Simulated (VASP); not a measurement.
Output of a VASP run:

OSZICAR:
```
...
RMM:   2    -0.252771273730E+03   -0.23051E-02   -0.28221E-02   320   0.266E-01    0.828E-02
RMM:   3    -0.252771784140E+03   -0.51041E-03   -0.48155E-03   339   0.110E-01    0.813E-02
RMM:   4    -0.252771766487E+03    0.17654E-04   -0.52556E-04   320   0.416E-02    0.397E-02
RMM:   5    -0.252771767971E+03   -0.14840E-05   -0.16804E-04   317   0.221E-02    0.154E-02
RMM:   6    -0.252771768497E+03   -0.52558E-06   -0.33099E-05   218   0.103E-02
   9 F= -.25277177E+03 E0= -.25274353E+03  d E =-.268527E-01
       N       E                     dE             d eps       ncg     rms          rms(c)
DAV:   1    -0.252776761133E+03   -0.49932E-02   -0.36756E-01   336   0.110E+00    0.213E-01
RMM:   2    -0.252778654453E+03   -0.18933E-02   -0.24189E-02   320   0.276E-01    0.728E-02
RMM:   3    -0.252779052923E+03   -0.39847E-03   -0.40726E-03   341   0.113E-01    0.517E-02
RMM:   4    -0.252779038005E+03    0.14918E-04   -0.43676E-04   322   0.409E-02    0.277E-02
RMM:   5    -0.252779037766E+03    0.23968E-06   -0.15740E-04   323   0.221E-02    0.109E-02
RMM:   6    -0.252779038186E+03   -0.42044E-06   -0.27368E-05   218   0.989E-03
  10 F= -.25277904E+03 E0= -.25275079E+03  d E =-.726969E-02
       N       E                     dE             d eps       ncg     rms          rms(c)
DAV:   1    -0.252779324224E+03   -0.28646E-03   -0.90829E-02   360   0.546E-01    0.106E-01
RMM:   2    -0.252779802532E+03   -0.47831E-03   -0.60851E-03   320   0.139E-01    0.369E-02
RMM:   3    -0.252779904419E+03   -0.10189E-03   -0.10342E-03   344   0.569E-02    0.263E-02
RMM:   4    -0.252779900115E+03    0.43037E-05   -0.10996E-04   312   0.206E-02    0.138E-02
RMM:   5    -0.252779900021E+03    0.94326E-07   -0.39428E-05   235   0.111E-02
  11 F= -.25277990E+03 E0= -.25275165E+03  d E =-.813152E-02
       N       E                     dE             d eps       ncg     rms          rms(c)
DAV:   1    -0.252780876130E+03   -0.97602E-03   -0.18006E-01   336   0.774E-01    0.154E-01
RMM:   2    -0.252781824828E+03   -0.94870E-03   -0.12164E-02   320   0.197E-01    0.555E-02
RMM:   3    -0.252782027260E+03   -0.20243E-03   -0.20667E-03   341   0.803E-02    0.439E-02
RMM:   4    -0.252782018054E+03    0.92057E-05   -0.22459E-04   321   0.297E-02    0.186E-02
RMM:   5    -0.252782021398E+03   -0.33433E-05   -0.66639E-05   288   0.151E-02
  12 F= -.25278202E+03 E0= -.25275377E+03  d E =-.212138E-02
       N       E                     dE             d eps       ncg     rms          rms(c)
DAV:   1    -0.252782022044E+03   -0.39895E-05   -0.51772E-05   312   0.136E-02    0.602E-03
RMM:   2    -0.252782021647E+03    0.39696E-06   -0.36804E-06   176   0.365E-03    0.295E-03
RMM:   3    -0.252782021589E+03    0.57689E-07   -0.56058E-07    83   0.173E-03    0.158E-03
RMM:   4    -0.252782021611E+03   -0.21406E-07   -0.51144E-07    67   0.163E-03
  13 F= -.25278202E+03 E0= -.25275377E+03  d E =-.212159E-02
       N       E                     dE             d eps       ncg     rms          rms(c)
DAV:   1    -0.252782523893E+03   -0.50230E-03   -0.60787E-02   328   0.432E-01    0.107E-01
RMM:   2    -0.252782812361E+03   -0.28847E-03   -0.36030E-03   320   0.104E-01    0.346E-02
RMM:   3    -0.252782869164E+03   -0.56804E-04   -0.58006E-04   339   0.422E-02    0.326E-02
RMM:   4    -0.252782868469E+03    0.69571E-06   -0.70558E-05   251   0.159E-02
  14 F= -.25278287E+03 E0= -.25275462E+03  d E =-.846858E-03
```

### OUTCAR
```
------------------------ aborting loop because EDIFF is reached ----------------------------------------
  FORCE on cell =-STRESS in cart. coord.  units (eV):
  Direction    XX          YY          ZZ          XY          YZ          ZX
  --------------------------------------------------------------------------------------
  Total        0.6277328      0.7729827      0.8136967      1.1501849      0.8273515      0.9807173
  in kB        0.6574732      0.8096046      0.8522475      1.2046776      0.8665492      1.0271811
  external PRESSURE =       0.7731084 kB  Pullay stress =       0.0000000 kB
  volume of cell :     1529.70
      direct lattice vectors                 reciprocal lattice vectors
    11.522210422  0.000000000  0.000000000     0.086788903  0.000000000  0.000000000
     0.000000000 11.522210422  0.000000000     0.000000000  0.086788903  0.000000000
     0.000000000  0.000000000 11.522210422     0.000000000  0.000000000  0.086788903
  FREE ENERGIE OF THE ION-ELECTRON SYSTEM (eV)
  ---------------------------------------------------
  free  energy   TOTEN  =      -252.7828684686 eV

  energy  without entropy=     -252.7263734719  energy(sigma->0) =     -252.75462097

 reached required accuracy - stopping structural energy minimisation
```
(Selected blocks of OUTCAR.)

**POSCAR**
```
Ga31As31Te
1
   11.5222104216     0.0000000000     0.0000000000
    0.0000000000    11.5222104216    -0.0000000000
   -0.0000000000    -0.0000000000    11.5222104216
Ga As Te
31 31 1
Direct
  0.5000000000   0.0000000000   0.0000000000
  0.7500000000   0.2500000000   0.0000000000
  0.7500000000   0.0000000000   0.2500000000
  0.0000000000   0.0000000000   0.0000000000
  0.2500000000   0.2500000000   0.0000000000
  0.5000000000   0.5000000000   0.0000000000
  0.7500000000   0.7500000000   0.0000000000
  0.2500000000   0.0000000000   0.2500000000
  0.7500000000   0.5000000000   0.2500000000
  0.5000000000   0.0000000000   0.5000000000
  0.7500000000   0.2500000000   0.5000000000
  0.7500000000   0.0000000000   0.7500000000
  0.0000000000   0.5000000000   0.0000000000
  0.2500000000   0.7500000000   0.0000000000
  0.0000000000   0.2500000000   0.2500000000
  0.2500000000   0.5000000000   0.2500000000
  0.5000000000   0.7500000000   0.2500000000
  0.0000000000   0.0000000000   0.5000000000
  0.2500000000   0.2500000000   0.5000000000
  0.5000000000   0.5000000000   0.5000000000
  0.7500000000   0.7500000000   0.5000000000
  0.2500000000   0.0000000000   0.7500000000
  0.5000000000   0.2500000000   0.7500000000
  0.7500000000   0.5000000000   0.7500000000
  0.0000000000   0.7500000000   0.2500000000
  0.0000000000   0.5000000000   0.5000000000
  0.2500000000   0.7500000000   0.5000000000
  0.0000000000   0.2500000000   0.7500000000
  0.2500000000   0.5000000000   0.7500000000
  0.5000000000   0.7500000000   0.7500000000
  0.0000000000   0.7500000000   0.7500000000
  0.6260480000   0.1214450000   0.1260630000
  0.8750000000   0.3750000000   0.1250000000
  0.8750000000   0.1250000000   0.3750000000
  0.1250000000   0.1250000000   0.1250000000
  0.3777300000   0.3775350000   0.1240700000
  0.6250000000   0.6250000000   0.1250000000
  0.8750000000   0.8750000000   0.1250000000
  0.3785540000   0.1216630000   0.3719680000
  0.8750000000   0.6250000000   0.3750000000
  0.6250000000   0.1250000000   0.6250000000
  0.8750000000   0.3750000000   0.6250000000
  0.8750000000   0.1250000000   0.8750000000
  0.1250000000   0.6250000000   0.1250000000
  0.3750000000   0.8750000000   0.1250000000
  0.1250000000   0.3750000000   0.3750000000
  0.3750000000   0.6250000000   0.3750000000
  0.6250000000   0.8750000000   0.3750000000
  0.1250000000   0.1250000000   0.6250000000
  0.3750000000   0.3750000000   0.6250000000
  0.6250000000   0.6250000000   0.6250000000
  0.8750000000   0.8750000000   0.6250000000
  0.3750000000   0.1250000000   0.8750000000
  0.6250000000   0.3750000000   0.8750000000
  0.8750000000   0.6250000000   0.8750000000
  0.1250000000   0.8750000000   0.3750000000
  0.1250000000   0.6250000000   0.6250000000
  0.3750000000   0.8750000000   0.6250000000
  0.1250000000   0.3750000000   0.8750000000
  0.3750000000   0.6250000000   0.8750000000
  0.6250000000   0.8750000000   0.8750000000
  0.1250000000   0.8750000000   0.8750000000
  0.6275430000   0.3764600000   0.3769490000
```

### Question
Reconstruct the remaining input files.

### Answer
This is not unique; one that fits is the input of the run itself, PBE GGA, plane waves, VASP's PBE PAW potentials (set 64).

File KPOINTS:
```
Automatic mesh
0
Gamma
1 1 1
0 0 0
```

INCAR:
```
ALGO = Fast
EDIFF = 1E-5
EDIFFG = -0.03
ENCUT = 400
GGA = PE
IBRION = 2
ISIF = 2
ISMEAR = 0
ISYM = 0
LASPH = T
LCHARG = F
LMAXMIX = 4
LREAL = Auto
LWAVE = F
NELM = 100
NELMIN = 4
NSW = 70
PREC = Normal
SIGMA = 0.05
SYSTEM = Ga31As31Te
```

POTCAR, in this order: Ga As Te (PBE.64 set). Program: vasp_gam.

The supercell is sampled at Γ alone, which is coarse: total energies, pressure and levels can be off, energies of defects by several tenths of an eV.

The cell is a supercell with a defect, built from GaAs (zinc blende): Te_As-vac_Ga. The run is not spin-polarised, so no state with unpaired spins was tried.
